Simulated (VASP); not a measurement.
Consider the following.

```yaml
crystal:
  lattice:
    - [4.04573, 0.00000, 0.00000]
    - [0.00000, 4.04573, 0.00000]
    - [0.00000, 0.00000, 4.04573]
  atoms:
    - { symbol: Tl, position: [0.00000, 0.00000, 0.00000] }
    - { symbol: Br, position: [0.50000, 0.50000, 0.50000] }
```

These are PBE GGA with spin-orbit coupling, VASP's PBE PAW potentials (set 64) (plane waves; VASP 6.6.1) values and carry that method's errors. Settings: 400 eV cut-off, 6×6×6 Γ-centred mesh, Gaussian smearing of 0.050 eV, potentials Tl_d Br.

Task: Predict the energy per atom (σ→0), band gap (over mesh and band path) with the smallest direct gap where there is one.

Result: 
| Property | Value |
|---|---|
| band gap (over mesh and band path) | 1.54 eV |
| smallest direct gap (over mesh and band path) | 1.82 eV |
| energy per atom (σ→0) | -2.879 eV/atom |

Total energies compare only between runs with the same potentials, cut-off and functional.

The compound is TlBr in the CsCl type structure. It was relaxed first.
